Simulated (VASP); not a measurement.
The input files of a VASP run:

POSCAR:
```
IrO2
1
    1.3281220000     0.7667920000     5.1422910000
   -1.3281220000     0.7667920000     5.1422910000
    0.0000000000    -1.5335830000     5.1422910000
Ir O
1 2
Direct
  0.0000000000   0.0000000000   0.0000000000
  0.7523000000   0.7523000000   0.7523000000
  0.5810000000   0.5810000000   0.5810000000
```

### INCAR
```
SYSTEM = IrO2
PREC = Accurate
ENCUT = 520
EDIFF = 1E-6
NELM = 100
ALGO = Normal
LREAL = .FALSE.
LASPH = .TRUE.
ISMEAR = 0
SIGMA = 0.05
GGA = PE
LMAXMIX = 6
LWAVE = .FALSE.
LCHARG = .FALSE.
ISIF = 2
ISPIN = 2
MAGMOM = 1.0 1.0 1.0
```

### KPOINTS
```
Automatic mesh
0
Gamma
7 7 7
0 0 0
```

POTCAR, in this order: Ir O (PBE.64 set). Program: vasp_std.

Q: Write an equivalent input for Quantum ESPRESSO's pw.x.

A: One equivalent input (not run):
```
&CONTROL
  calculation = 'scf'
  pseudo_dir = './pseudo'
  outdir = './out'
  tprnfor = .true.
  tstress = .true.
/
&SYSTEM
  ibrav = 0
  nat = 3
  ntyp = 2
  ecutwfc = 84
  occupations = 'smearing'
  smearing = 'gaussian'
  degauss = 0.003675
  input_dft = 'pbe'
  nspin = 2
  starting_magnetization(1) = 0.1
  starting_magnetization(2) = 0.1
/
&ELECTRONS
  conv_thr = 7.3e-08
  electron_maxstep = 100
/
ATOMIC_SPECIES
  Ir 192.217 Ir.upf
  O 15.999 O.upf
CELL_PARAMETERS angstrom
     1.3281220    0.7667920    5.1422910
    -1.3281220    0.7667920    5.1422910
     0.0000000   -1.5335830    5.1422910
ATOMIC_POSITIONS crystal
  Ir   0.0000000  0.0000000  0.0000000
  O    0.7523000  0.7523000  0.7523000
  O    0.5810000  0.5810000  0.5810000
K_POINTS automatic
  7 7 7 0 0 0
```
What does not carry over: the potentials are each code's own (VASP's PAW set, PseudoDojo norm-conserving files in pw.x), so ENCUT and ecutwfc are chosen apart and not converted; conv_thr bounds pw.x's estimated SCF error, while EDIFF bounds the energy change between steps; starting_magnetization is a fraction of the valence charge and MAGMOM a moment in μB, so they match only roughly.

The structure was generated: IrO2 was put into the 3R-MoS2 type (R3m), which need not be its known phase. The cell was not relaxed at this level. The k-mesh is coarse (spacing up to 0.39 per Å, 2π included), so the numbers may not be converged in it.
